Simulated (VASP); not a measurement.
Given:

```xyz
2
Lattice="2.8237 0.0000 0.0000 0.0000 2.8237 0.0000 0.0000 0.0000 2.8237" Properties=species:S:1:pos:R:3 pbc="T T T"
Ti     0.0000     0.0000     0.0000
Co     1.4119     1.4119     1.4119
```

These are LDA (Ceperley-Alder, Perdew-Zunger), VASP's LDA PAW potentials (set 64) (plane waves; VASP 6.6.1) values and carry that method's errors. Settings: 500 eV cut-off, 13×13×13 Γ-centred mesh, first-order Methfessel-Paxton smearing of 0.10 eV, potentials Ti_sv Co.

Energy and stress use the plane-wave basis of the starting cell.

Problem. The ions, cell shape and volume at an external pressure of 30.0 GPa are relaxed. What does this cell relax into?

Solution. 
```xyz
2
Lattice="2.7932 0.0000 0.0000 0.0000 2.7932 0.0000 0.0000 0.0000 2.7932" Properties=species:S:1:pos:R:3 pbc="T T T"
Ti     0.0000     0.0000     0.0000
Co     1.3966     1.3966     1.3966
```
Space group Pm-3m (221), at a tolerance of 0.03 Å.

Problem. How do energy and volume change from the first to the last step?

Solution. The energy (σ→0) changes by +55.5 meV/atom and the volume by -3.2 %, in 3 ionic steps.

The compound is TiCo in the CsCl type structure. This run relaxes it under an external pressure of 30 GPa. Symmetry was kept, so distortions that lower it aren't found. The run is not spin-polarised, so no magnetic state was tried. The electron count is odd and the run is not spin-polarised, which forces a metal.
